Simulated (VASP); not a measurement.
Given:

```
CELL_PARAMETERS angstrom
     -2.24657     2.24657     3.40684
      2.24657    -2.24657     3.40684
      2.24657     2.24657    -3.40684
ATOMIC_POSITIONS crystal
  B  0.25000 0.75000 0.50000
  As 0.00000 0.00000 0.00000
  O  0.14372 0.02657 0.43557
  O  0.97343 0.40899 0.11715
  O  0.59101 0.70815 0.56443
  O  0.29185 0.85628 0.88285
```

These are r2SCAN meta-GGA, VASP's PBE PAW potentials (set 64) (plane waves; VASP 6.6.1) values and carry that method's errors. Settings: 520 eV cut-off, 8×8×8 Γ-centred mesh, tetrahedra with Blöchl corrections, potentials B As O.

Question: The job: BAsO$_{4}$ (space group I-4), 6 atoms, r2SCAN, static run, 520 eV, 8×8×8 Γ-centred mesh. Roughly how much core time does it take on a busy server core?

Answer: About 20 core-minutes (one run on a shared machine, a rough figure). It had 78 irreducible k-points, 20 bands, up to 1889 plane waves and 21 electronic steps.

The structure comes from a computed database's BAsO4 entry (I-4); how it stands against other phases isn't given here. It was relaxed first.
